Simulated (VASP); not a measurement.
These are PBEsol GGA with spin-orbit coupling, VASP's PBE PAW potentials (set 64) (plane waves; VASP 6.6.1) values and carry that method's errors.

Input for VASP

KPOINTS:
```
Automatic mesh
0
Gamma
  6 6 6
0 0 0
```

File KPOINTS_OPT:
```
k-points along high-symmetry lines
5
Line-mode
Reciprocal
  0.000000   0.000000   0.000000 ! GAMMA
  0.000000   0.500000   0.000000 ! X

  0.000000   0.500000   0.000000 ! X
  0.500000   0.500000   0.000000 ! M

  0.500000   0.500000   0.000000 ! M
  0.000000   0.000000   0.000000 ! GAMMA

  0.000000   0.000000   0.000000 ! GAMMA
  0.000000   0.000000   0.500000 ! Z

  0.000000   0.000000   0.500000 ! Z
  0.000000   0.500000   0.500000 ! R

  0.000000   0.500000   0.500000 ! R
  0.500000   0.500000   0.500000 ! A

  0.500000   0.500000   0.500000 ! A
  0.000000   0.000000   0.500000 ! Z

  0.000000   0.500000   0.000000 ! X
  0.000000   0.500000   0.500000 ! R

  0.500000   0.500000   0.000000 ! M
  0.500000   0.500000   0.500000 ! A
```

POSCAR:
```
InBi
1
    4.8998379122     0.0000000000     0.0000000000
   -0.0000000000     4.8998379122     0.0000000000
   -0.0000000000    -0.0000000000     4.8397149260
In Bi
2 2
Direct
  1.0000000000   0.0000000000   0.0000000000
  0.5000000000   0.5000000000   1.0000000000
  1.0000000000   0.5000000000   0.3964148204
  0.5000000000   0.0000000000   0.6035851796
```

INCAR:
```
# general
SYSTEM     = InBi
PREC       = Accurate
ENCUT      = 400   # plane-wave cut-off (eV)
LREAL      = .FALSE.   # projection in real space or not
LASPH      = .TRUE.   # aspherical one-centre terms

# electronic loop
EDIFF      = 1E-6
NELM       = 100
ALGO       = Normal   # blocked Davidson
LMAXMIX    = 4   # l cut-off of mixed one-centre charges

# smearing
ISMEAR     = 0   # Gaussian
SIGMA      = 0.05   # width (eV)

# functional
GGA        = PS
GGA_COMPAT = .FALSE.

# spin
MAGMOM     = 0 0 0 0 0 0 0 0 0 0 0 0
LSORBIT    = .TRUE.

# output
LWAVE      = .FALSE.
LCHARG     = .FALSE.
```

POTCAR, in this order: In_d Bi_d (PBE.64 set). Program: vasp_ncl.

What VASP printed:

File OSZICAR:
```
       N       E                     dE             d eps       ncg     rms          rms(c)
DAV:   1     0.645267149920E+03    0.64527E+03   -0.23654E+04  5288   0.191E+03
DAV:   2     0.787920602703E+02   -0.56648E+03   -0.55724E+03  5280   0.560E+02
DAV:   3    -0.100758608112E+02   -0.88868E+02   -0.85458E+02  5762   0.242E+02
DAV:   4    -0.161128484005E+02   -0.60370E+01   -0.58964E+01  6072   0.643E+01
DAV:   5    -0.164465287256E+02   -0.33368E+00   -0.33295E+00  8300   0.130E+01    0.354E+00
DAV:   6    -0.163570482635E+02    0.89480E-01   -0.24399E-01  7194   0.585E+00    0.177E+00
DAV:   7    -0.163400686888E+02    0.16980E-01   -0.66974E-02  6562   0.231E+00    0.738E-01
DAV:   8    -0.163391989384E+02    0.86975E-03   -0.66356E-03  7244   0.673E-01    0.303E-01
DAV:   9    -0.163386563941E+02    0.54254E-03   -0.13775E-03  6828   0.382E-01    0.917E-02
DAV:  10    -0.163386388396E+02    0.17554E-04   -0.18340E-04  7204   0.157E-01    0.241E-02
DAV:  11    -0.163386411990E+02   -0.23595E-05   -0.16215E-05  7052   0.364E-02    0.963E-03
DAV:  12    -0.163386408845E+02    0.31452E-06   -0.12303E-06  4152   0.858E-03
   1 F= -.16338641E+02 E0= -.16337980E+02  d E =-.132236E-02  mag=     0.0000    -0.0000     0.0000
       N       E                     dE             ncg
       N       E                     dE             ncg
```

File OUTCAR:
```
------------------------ aborting loop because EDIFF is reached ----------------------------------------
  FORCE on cell =-STRESS in cart. coord.  units (eV):
  Direction    XX          YY          ZZ          XY          YZ          ZX
  --------------------------------------------------------------------------------------
  Total        0.6132799      0.6132799      0.4263201      0.0000000     -0.0000000      0.0000000
  in kB        8.4564112      8.4564112      5.8784542      0.0000000     -0.0000000      0.0000000
  external PRESSURE =       7.5970922 kB  Pullay stress =       0.0000000 kB
  volume of cell :      116.19
      direct lattice vectors                 reciprocal lattice vectors
     4.899837912  0.000000000  0.000000000     0.204088384  0.000000000  0.000000000
     0.000000000  4.899837912  0.000000000     0.000000000  0.204088384  0.000000000
     0.000000000  0.000000000  4.839714926     0.000000000  0.000000000  0.206623740
 POSITION                                       TOTAL-FORCE (eV/Angst)
 -----------------------------------------------------------------------------------
      0.00000      0.00000      0.00000        -0.000000     -0.000000      0.000000
      2.44992      2.44992      0.00000        -0.000000      0.000000      0.000000
      0.00000      2.44992      1.91853        -0.000000      0.000000      0.013945
      2.44992      0.00000      2.92118         0.000000      0.000000     -0.013945
 -----------------------------------------------------------------------------------
    total drift:                                0.000000     -0.000000      0.000000
  FREE ENERGIE OF THE ION-ELECTRON SYSTEM (eV)
  ---------------------------------------------------
  free  energy   TOTEN  =       -16.3386408845 eV

  energy  without entropy=      -16.3373185207  energy(sigma->0) =      -16.33797970

 Ion:    1  E_soc:     -0.0773911

 Ion:    2  E_soc:     -0.0773911

 Ion:    3  E_soc:     -1.6740545

 Ion:    4  E_soc:     -1.6740545
```
(Selected blocks of OUTCAR.)

The structure comes from a measured InBi entry (P4/nmm) of the Crystallography Open Database, whose conditions weren't checked. It was relaxed first.
